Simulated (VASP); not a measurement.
Here is the system:

```xyz
4
Lattice="3.7678 0.0000 0.0000 0.0000 3.7678 0.0000 0.0000 0.0000 4.7494" Properties=species:S:1:pos:R:3 pbc="T T T"
Sn     1.8839     0.0000     3.6092
Sn     0.0000     1.8839     1.1401
O      1.8839     1.8839     0.0000
O      3.7678     0.0000     0.0000
```

These are PBE GGA with D3 dispersion (zero damping), VASP's PBE PAW potentials (set 64) (plane waves; VASP) values and carry that method's errors. Settings: 520 eV cut-off, 6×6×5 Γ-centred mesh, Gaussian smearing of 0.050 eV, potentials Sn_d O.

The ions and cell shape at fixed volume are relaxed. Give the cell that the relaxation ends in.

```xyz
4
Lattice="3.8145 0.0000 0.0000 0.0000 3.8145 0.0000 0.0000 0.0000 4.6338" Properties=species:S:1:pos:R:3 pbc="T T T"
Sn     1.9072     3.8145     3.4681
Sn     3.8145     1.9072     1.1657
O      1.9072     1.9072     4.6338
O      3.8145     0.0000     0.0000
```
Space group P4/nmm (129), at a tolerance of 0.03 Å.

How much energy does the relaxation gain?

The energy (σ→0) changes by -13.9 meV/atom, in 7 ionic steps.

The compound is SnO in the litharge structure. This cell is one point of a volume scan, at 0.94 of the reference volume. Symmetry was kept, so distortions that lower it aren't found.
